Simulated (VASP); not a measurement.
Input for VASP

POSCAR:
```
WS2
1
    1.5663998532    -2.7130841092     0.0000000000
    1.5663998532     2.7130841092    -0.0000000000
    0.0000000000     0.0000000000    12.2361332820
W S
2 4
Direct
  0.3333330000   0.6666670000   0.2500000000
  0.6666670000   0.3333330000   0.7500000000
  0.3333330000   0.6666670000   0.8775661129
  0.6666670000   0.3333330000   0.3775661129
  0.6666670000   0.3333330000   0.1224338871
  0.3333330000   0.6666670000   0.6224338871
```

File KPOINTS:
```
Automatic mesh
0
Gamma
7 7 2
0 0 0
```

INCAR:
```
SYSTEM=WS2
PREC=Accurate; ENCUT=400; LREAL=.FALSE.
LASPH=.TRUE.
EDIFF=1E-6; NELM=100; ALGO=Normal
LMAXMIX=6
ISMEAR=0; SIGMA=0.05
IBRION=2; NSW=60; ISIF=3
EDIFFG=-0.02
LWAVE=.FALSE.; LCHARG=.FALSE.
```

POTCAR, in this order: W_sv S (LDA.64 set). Program: vasp_std.

### Question
Write an equivalent input for Quantum ESPRESSO's pw.x.

### Answer
One equivalent input (not run):
```
&CONTROL
  calculation = 'vc-relax'
  pseudo_dir = './pseudo'
  outdir = './out'
  tprnfor = .true.
  tstress = .true.
  nstep = 60
  forc_conv_thr = 0.00078
/
&SYSTEM
  ibrav = 0
  nat = 6
  ntyp = 2
  ecutwfc = 70
  occupations = 'smearing'
  smearing = 'gaussian'
  degauss = 0.003675
  input_dft = 'pz'
/
&ELECTRONS
  conv_thr = 7.3e-08
  electron_maxstep = 100
/
&IONS
/
&CELL
/
ATOMIC_SPECIES
  W 183.840 W.upf
  S 32.060 S.upf
CELL_PARAMETERS angstrom
     1.5663999   -2.7130841    0.0000000
     1.5663999    2.7130841   -0.0000000
     0.0000000    0.0000000   12.2361333
ATOMIC_POSITIONS crystal
  W    0.3333330  0.6666670  0.2500000
  W    0.6666670  0.3333330  0.7500000
  S    0.3333330  0.6666670  0.8775661
  S    0.6666670  0.3333330  0.3775661
  S    0.6666670  0.3333330  0.1224339
  S    0.3333330  0.6666670  0.6224339
K_POINTS automatic
  7 7 2 0 0 0
```
Limits of the translation: the potentials are each code's own (VASP's PAW set, PseudoDojo norm-conserving files in pw.x), so ENCUT and ecutwfc are chosen apart and not converted; conv_thr bounds pw.x's estimated SCF error, while EDIFF bounds the energy change between steps; forc_conv_thr acts on force components and is met together with etot_conv_thr.

The compound is WS2 in the 2H layered structure. This run relaxes it. Symmetry was kept, so distortions that lower it aren't found. The start is the result of an earlier pass.
